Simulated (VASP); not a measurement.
OSZICAR of a VASP run on CuP (a trial cell in the CrB structure, space group Cmcm):

### OSZICAR
```
       N       E                     dE             d eps       ncg     rms          rms(c)
DAV:   1     0.201031575603E+03    0.20103E+03   -0.12235E+04  1560   0.164E+03
DAV:   2     0.242138637323E+01   -0.19861E+03   -0.19192E+03  1568   0.325E+02
DAV:   3    -0.126197081332E+02   -0.15041E+02   -0.14140E+02  2052   0.114E+02
DAV:   4    -0.132429795738E+02   -0.62327E+00   -0.61324E+00  2116   0.205E+01
DAV:   5    -0.132647724887E+02   -0.21793E-01   -0.21780E-01  2068   0.342E+00    0.728E+00
DAV:   6    -0.130631089644E+02    0.20166E+00   -0.31000E+00  1988   0.478E+01    0.457E+00
DAV:   7    -0.129449357651E+02    0.11817E+00   -0.11574E+00  1988   0.279E+01    0.258E+00
DAV:   8    -0.129426116429E+02    0.23241E-02   -0.39498E-02  2312   0.164E+00    0.575E-01
DAV:   9    -0.129407032672E+02    0.19084E-02   -0.10856E-02  2000   0.266E+00    0.876E-02
DAV:  10    -0.129407860474E+02   -0.82780E-04   -0.15216E-03  2468   0.515E-01    0.675E-02
DAV:  11    -0.129408045318E+02   -0.18484E-04   -0.12147E-04  2376   0.141E-01    0.126E-02
DAV:  12    -0.129408059391E+02   -0.14073E-05   -0.99817E-06  2360   0.443E-02    0.951E-03
DAV:  13    -0.129408052011E+02    0.73795E-06   -0.92101E-07  1080   0.246E-02
   1 F= -.12940805E+02 E0= -.12940220E+02  d E =-.117096E-02
```

Problem. Which electronic solver shows in the log?

Solution. It is blocked Davidson (ALGO = Normal, or the opening steps of other solvers). The INCAR had ALGO = Normal.

Problem. Can the final energy be trusted as converged?

Solution. The calculation finished and met its thresholds. It stopped with EDIFF = 1E-6, NELM = 100 (PBE GGA + U (Dudarev), plane waves, VASP's PBE PAW potentials (set 64)).

The structure was generated: CuP was put into the CrB type (Cmcm), which need not be its known phase. The cell was not relaxed at this level. The k-mesh is coarse (spacing up to 0.33 per Å, 2π included), so the numbers may not be converged in it. The run is one of a series of settings (LDAU = .TRUE., LDAUJ = 0 0, LDAUL = -1 2, LDAUTYPE = 2, LDAUU = 0 5.0, LMAXMIX = 2 against the base run), some of them coarse on purpose.
